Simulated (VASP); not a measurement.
# SiIH3 in VASP: notebook, part 2 of 2

VASP 6.6.1. The steps go on from the part before.

## (3) Relaxation of the atoms, PBE (atoms moved at random, drawn with an rms of 0.02 Å)

INCAR

```
PREC = Accurate ; ENCUT = 520
EDIFF = 1E-6 ; ISMEAR = 0
SIGMA = 0.01 ; LREAL = False
LASPH = True ; NELM = 80
ALGO = Normal ; ISIF = 2
LWAVE = False ; LCHARG = False
GGA = PE ; IBRION = 2
NSW = 40 ; EDIFFG = -0.01
```

KPOINTS

```
Automatic mesh
0
Gamma
  1 1 1
```

POSCAR

```
SiH3I
1.0
   13.0000000000      0.0000000000      0.0000000000
    0.0000000000     12.0000000000      0.0000000000
    0.0000000000      0.0000000000     12.0000000000
Si I H
1 1 3
Direct
    0.4571610000      0.4860150000      0.5037060000
    0.6170220000      0.4037920000      0.5710150000
    0.3830890000      0.4881140000      0.5961930000
    0.4184050000      0.4157960000      0.4093070000
    0.4815230000      0.6000370000      0.4668460000
```

Potentials or basis: VASP PAW PBE potentials, release 64 (Si, I, H).

Run with:

```sh
cat potpaw_PBE.64/Si/POTCAR potpaw_PBE.64/I/POTCAR potpaw_PBE.64/H/POTCAR > POTCAR
mpirun -np 1 vasp_gam > vasp.out
```

OUTCAR:

```text
PREC = Accurate
   ENCUT = 520
   EDIFF = 1E-6
   ISMEAR = 0
   LREAL = False
   LASPH = True
   NELM = 80
   ISIF = 2
   GGA = PE
   IBRION = 2
   NSW = 40
   EDIFFG = -0.01

 ion  position               nearest neighbor table
   1  0.457  0.486  0.504-   3 1.47   5 1.47   4 1.50   2 2.44
   2  0.617  0.404  0.571-   1 2.44
   3  0.383  0.488  0.596-   1 1.47
   4  0.418  0.416  0.409-   1 1.50
   5  0.482  0.600  0.467-   1 1.47

  LATTYP: Found a simple tetragonal cell.
 ALAT       =    12.0000000000
 C/A-ratio  =     1.0833333333

  Lattice vectors:

 A1 = (   0.0000000000,  12.0000000000,   0.0000000000)
 A2 = (   0.0000000000,   0.0000000000,  12.0000000000)
 A3 = (  13.0000000000,   0.0000000000,   0.0000000000)

Analysis of symmetry for initial positions (statically):
=====================================================================
 Subroutine PRICEL returns:
 Original cell was already a primitive cell.

 Routine SETGRP: Setting up the symmetry group for a
 simple tetragonal supercell.

 Subroutine GETGRP returns: Found  1 space group operations
 (whereof  1 operations were pure point group operations)
 out of a pool of 16 trial point group operations.

The static configuration has the point symmetry C_1 .

Analysis of symmetry for dynamics (positions and initial velocities):
=====================================================================
 Subroutine PRICEL returns:
 Original cell was already a primitive cell.

 Routine SETGRP: Setting up the symmetry group for a
 simple tetragonal supercell.

 Subroutine GETGRP returns: Found  1 space group operations
 (whereof  1 operations were pure point group operations)
 out of a pool of 16 trial point group operations.

The dynamic configuration has the point symmetry C_1 .

 Subroutine INISYM returns: Found  1 space group operations
 (whereof  1 operations are pure point group operations),
 and found     1 'primitive' translations

----------------------------------------------------------------------------------------

                                     Primitive cell

  volume of cell :    1872.0000

  direct lattice vectors                    reciprocal lattice vectors
    13.000000000  0.000000000  0.000000000     0.076923077  0.000000000  0.000000000
     0.000000000 12.000000000  0.000000000     0.000000000  0.083333333  0.000000000
     0.000000000  0.000000000 12.000000000     0.000000000  0.000000000  0.083333333

  length of vectors
    13.000000000 12.000000000 12.000000000     0.076923077  0.083333333  0.083333333

  position of ions in fractional coordinates (direct lattice)
     0.457161000  0.486015000  0.503706000
     0.617022000  0.403792000  0.571015000
     0.383089000  0.488114000  0.596193000
     0.418405000  0.415796000  0.409307000
     0.481523000  0.600037000  0.466846000

  ion indices of the primitive-cell ions
   primitive index   ion index
                 1           1
                 2           2
                 3           3
                 4           4
                 5           5

[... 22 lines left out ...]
 ===========================================

 Found      1 irreducible k-points:

 Following reciprocal coordinates:
            Coordinates               Weight
  0.000000  0.000000  0.000000      1.000000
   k-points           NKPTS =      1   k-points in BZ     NKDIM =      1   number of bands    NBANDS=     11
   number of dos      NEDOS =    301   number of ions     NIONS =      5
   total plane-waves  NPLWV = 793800
   dimension x,y,z NGX =    98 NGY =   90 NGZ =   90
   dimension x,y,z NGXF=   196 NGYF=  180 NGZF=  180
   ions per type =               1   1   3
   NGX,Y,Z   is equivalent  to a cutoff of  12.53, 12.47, 12.47 a.u.
   NGXF,Y,Z  is equivalent  to a cutoff of  25.06, 24.94, 24.94 a.u.
 SYSTEM =  unknown system
   PREC   = accura    normal or accurate (medium, high low for compatibility)
   ISTART =      0    job   : 0-new  1-cont  2-samecut
   ICHARG =      2    charge: 1-file 2-atom 10-const
   ISPIN  =      1    spin polarized calculation?
   LNONCOLLINEAR =      F non collinear calculations
   LSORBIT =      F    spin-orbit coupling
   LASPH  =      T    aspherical Exc in radial PAW
   ENCUT  =  520.0 eV  38.22 Ry    6.18 a.u.  24.17 22.31 22.31*2*pi/ulx,y,z
   NELM   =     80;   NELMIN=  2; NELMDL= -5     # of ELM steps
   EDIFF  = 0.1E-05   stopping-criterion for ELM
   LREAL  =      F    real-space projection
   EDIFFG = -.1E-01   stopping-criterion for IOM
   NSW    =     40    number of steps for IOM
   IBRION =      2    ionic relax: 0-MD 1-quasi-New 2-CG
   NFREE  =      1    steps in history (QN), initial steepest desc. (CG)
   ISIF   =      2    stress and relaxation
   ISYM   =      2    0-nonsym 1-usesym 2-fastsym
   POTIM  = 0.5000    time-step for ionic-motion
   TEBEG  =    0.0;   TEEND  =   0.0 temperature during run
   PSTRESS=    0.0 pullay stress
   NELECT =      14.0000    total number of electrons
   NUPDOWN=      -1.0000    fix difference up-down
   EMIN   =  10.00;   EMAX   =-10.00  energy-range for DOS
   EFERMI =   0.00;   METHOD = LEGACY
   ISMEAR =     0;   SIGMA  =   0.01  broadening in eV -4-tet -1-fermi 0-gaus
   EFERMI_NEDOS =   21; number of points for ismear=-14 and -15
   IALGO  =     38    algorithm
   IMIX   =      4    mixing-type and parameters
     AMIX     =   0.40;   BMIX     =  1.00
     AMIX_MAG =   1.60;   BMIX_MAG =  1.00
  volume/ion in A,a.u.               =     374.40      2526.58
  Fermi-wavevector in a.u.,A,eV,Ry     =   0.320147  0.604989  1.394513  0.102494
  Thomas-Fermi vector in A             =   1.206503
   LORBIT       =      0    0 simple, 1 ext, 2 COOP (PROOUT), +10 PAW based schemes
   GGA     = PE    functional components
   LHFCALC =     F    Hartree Fock is set to
   AEXX    =    0.0000 exact exchange contribution
   IVDW    =     0    specifies the selected vdW correction
   LEPSILON=     F    determine dielectric tensor
   LRPA    =     F    only Hartree local field effects (RPA)
 conjugate gradient relaxation of ions
 non-spin polarized calculation
 Gauss-broadening in eV      SIGMA  =   0.01
  energy-cutoff  :      520.00
  volume of cell :     1872.00
 maximum number of plane-waves:     25235
 NGX is ok and might be reduce to    98
   NGX = 49   NGY = 45   NGZ = 45

--------------------------------------- Ionic step        1  -------------------------------------------

 number of electron      13.9999998 magnetization

 Free energy of the ion-electron system (eV)
  ---------------------------------------------------
  ext. energy  EPLUGINS =         0.00000000
  ---------------------------------------------------
  free energy    TOTEN  =       -17.52069996 eV

  energy without entropy =      -17.52069996  energy(sigma->0) =      -17.52069996

------------------------ aborting loop because EDIFF is reached ----------------------------------------

  FORCE on cell =-STRESS in cart. coord.  units (eV):
  Direction    XX          YY          ZZ          XY          YZ          ZX
  --------------------------------------------------------------------------------------
  -------------------------------------------------------------------------------------
  Total        0.6454312      0.3315418      0.2135889     -0.2567997     -0.3819924     -0.1192314
  in kB        0.5524013      0.2837546      0.1828031     -0.2197856     -0.3269335     -0.1020458
  external PRESSURE =       0.3396530 kB  Pullay stress =       0.0000000 kB
[... 98 lines left out ...]
  FREE ENERGIE OF THE ION-ELECTRON SYSTEM (eV)
  ---------------------------------------------------
  free  energy   TOTEN  =       -17.5279028833 eV

  energy  without entropy=      -17.5279028833  energy(sigma->0) =      -17.52790288

[... ionic steps 4 to 11 ...]

--------------------------------------- Ionic step       12  -------------------------------------------

 number of electron      13.9999999 magnetization

------------------------ aborting loop because EDIFF is reached ----------------------------------------
[... 73 lines left out ...]
--------------------------------------- Ionic step       14  -------------------------------------------

 number of electron      13.9999999 magnetization

 Free energy of the ion-electron system (eV)
  ---------------------------------------------------
  ext. energy  EPLUGINS =         0.00000000
  ---------------------------------------------------
  free energy    TOTEN  =       -17.53196437 eV

  energy without entropy =      -17.53196437  energy(sigma->0) =      -17.53196437

 E-fermi :  -6.2158     XC(G=0):  -0.7838

 val. band max:       -6.3034048757   @ k =   0.0000   0.0000   0.0000
 cond. band min:      -1.4715806543   @ k =   0.0000   0.0000   0.0000
 fundamental gap:      4.8318242214
 Fermi energy:        -6.2158025120

 k-point     1 :       0.0000    0.0000    0.0000
  band No.  band energies     occupation
      1     -17.2047      2.00000
      2     -13.1429      2.00000
      3      -8.7704      2.00000
      4      -8.7678      2.00000
      5      -8.2013      2.00000
      6      -6.3039      2.00000
      7      -6.3034      2.00000
      8      -1.4716      0.00000
      9      -0.4884      0.00000
     10       0.0327      0.00000
     11       0.0576      0.00000
[... 30 lines left out ...]
  FREE ENERGIE OF THE ION-ELECTRON SYSTEM (eV)
  ---------------------------------------------------
  free  energy   TOTEN  =       -17.5319643703 eV

  energy  without entropy=      -17.5319643703  energy(sigma->0) =      -17.53196437

 reached required accuracy - stopping structural energy minimisation
```

OSZICAR:

```text
N       E                     dE             d eps       ncg     rms          rms(c)
DAV:   1     0.120872892046E+03    0.12087E+03   -0.28174E+03    22   0.694E+02
DAV:   2     0.312170603574E+02   -0.89656E+02   -0.79361E+02    28   0.944E+01
DAV:   3    -0.140794989946E+02   -0.45297E+02   -0.45183E+02    28   0.835E+01
DAV:   4    -0.185197708586E+02   -0.44403E+01   -0.44348E+01    28   0.402E+01
[... 115 lines left out ...]
  13 F= -.17531935E+02 E0= -.17531935E+02  d E =-.152312E-04
       N       E                     dE             d eps       ncg     rms          rms(c)
DAV:   1    -0.175319608390E+02   -0.26045E-04   -0.31662E-03    22   0.432E-01    0.154E-02
DAV:   2    -0.175319651058E+02   -0.42668E-05   -0.83400E-05    36   0.649E-02    0.103E-02
DAV:   3    -0.175319643703E+02    0.73552E-06   -0.13422E-06    30   0.753E-03
  14 F= -.17531964E+02 E0= -.17531964E+02  d E =-.441810E-04
```

Wall time 10 min (1 thread of Intel Xeon Platinum 8488C (Sapphire Rapids), shared host); peak memory 1.5 GiB.

Results:

| Item | Value |
| --- | --- |
| Free energy | -17.5320 eV |
| Energy gained by relaxing | 2.3 meV/atom |
| Ionic steps | 14 |
| Largest force after relaxing | 0.010 eV/Å |
| Gap between the frontier levels | 4.83 eV |

Forces on the atoms (eV/Å):
```
Si  -0.008  0.006 -0.001
I    0.003 -0.004  0.003
H    0.006  0.001 -0.001
H    0.002 -0.002 -0.002
H   -0.003 -0.001  0.001
```

The path:
```
step  energy change (eV)  largest force (eV/Å)  pressure (GPa)
   1              0.0000                0.4195            0.03
   2             -0.0044                0.5305            0.01
   3             -0.0072                0.1808            0.02
   4             -0.0097                0.0676            0.00
   5             -0.0101                0.0859           -0.01
   6             -0.0107                0.0482           -0.01
   7             -0.0111                0.0491            0.00
   8             -0.0111                0.0687            0.00
   9             -0.0112                0.0126            0.00
  10             -0.0112                0.0134            0.00
  11             -0.0112                0.0145            0.00
  12             -0.0112                0.0252            0.00
  13             -0.0112                0.0216            0.00
  14             -0.0113                0.0096            0.00
```

Final structure:
```yaml
crystal:
  lattice:
    - [13.00000, 0.00000, 0.00000]
    - [0.00000, 12.00000, 0.00000]
    - [0.00000, 0.00000, 12.00000]
  atoms:
    - { symbol: Si, position: [0.45786, 0.48583, 0.50366] }
    - { symbol: I, position: [0.61847, 0.40212, 0.57190] }
    - { symbol: H, position: [0.38206, 0.48767, 0.59664] }
    - { symbol: H, position: [0.41840, 0.41696, 0.40977] }
    - { symbol: H, position: [0.48041, 0.60118, 0.46509] }
```

Caveat: spin-orbit coupling is left out, which moves the levels of the heavy elements.

## (4) For comparison

An earlier run on the cell as given: functional PBE; potentials or basis VASP PAW PBE potentials, release 64 (Si, I, H); cutoff 520 eV; k mesh 1 × 1 × 1; occupations gaussian, width 0.01 eV; no spin polarisation.

- Largest force: 0.231 eV/Å
- Gap between the frontier levels: 4.92 eV

## (5) The runs side by side

```tsv
task	cell	gap on the mesh (eV)	largest force (eV/Å)
single point	atoms moved at random, drawn with an rms of 0.05 Å	5.03	1.55
relaxation of the atoms	atoms relaxed from: atoms moved at random, drawn with an rms of 0.02 Å	4.83	0.01
single point	as given	4.92	0.23
```

Alike in all rows: level PBE; potentials or basis VASP PAW PBE potentials, release 64 (Si, I, H); no spin polarisation; k mesh 1 × 1 × 1; cutoff (eV) 520; smearing gaussian 0.01 eV.

Caveats: spin-orbit coupling is left out, which moves the levels of the heavy elements.

Total energies depend on the potentials used, so only differences within one code and one set of settings carry meaning.
